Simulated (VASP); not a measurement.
# SnP (space group I4mm): computed properties

Calculation: PBEsol GGA, VASP's PBE PAW potentials (set 64) (plane waves; VASP).

```
Property                                                                                                   Value
----------------------------------  ----------------------------------------------------------------------------
space group                                                                                           I4mm (107)
cell                                a = 3.8301 Å, b = 3.8301 Å, c = 5.8699 Å, α = 90.00°, β = 90.00°, γ = 90.00°
volume per atom                                                                                    21.53 Å³/atom
band gap (over mesh and band path)                                      none (metal, semimetal or under 0.01 eV)
Hill bulk modulus                                                                                       66.1 GPa
Hill shear modulus                                                                                      37.9 GPa
Poisson's ratio                                                                                            0.259
band gap with spin-orbit coupling                                                                none (metallic)
density                                                                                               5.77 g/cm³
optical Γ-point spectrum                                                                      196 (×2), 214 cm⁻¹
C11                                                                                                      170 GPa
C12                                                                                                     52.9 GPa
C13                                                                                                     43.6 GPa
C33                                                                                                     59.7 GPa
C44                                                                                                     24.6 GPa
C66                                                                                                     84.4 GPa
```

```cif
data_PSn
_chemical_formula_sum 'Sn1 P1'
_space_group_name_H-M_alt 'P 1'
_space_group_IT_number 1
_cell_length_a 3.99360
_cell_length_b 3.99360
_cell_length_c 3.99360
_cell_angle_alpha 122.690
_cell_angle_beta 122.690
_cell_angle_gamma 85.401
loop_
_space_group_symop_operation_xyz
  'x, y, z'
loop_
_atom_site_label
_atom_site_type_symbol
_atom_site_fract_x
_atom_site_fract_y
_atom_site_fract_z
_atom_site_occupancy
Sn1 Sn 0.00876 0.00876 0.00000 1
P1 P 0.56324 0.56324 0.00000 1
```

Finite-difference elastic constants of metals are sensitive to mesh and smearing; shear constants can be off by tens of GPa. Unless said otherwise, spin-orbit coupling is left out, though it shifts the bands of the heavy elements here.

The structure comes from a computed database's SnP entry (I4mm); how it stands against other phases isn't given here. It was relaxed first. Symmetry was kept, so distortions that lower it aren't found. The electron count is odd and the run is not spin-polarised, which forces a metal.
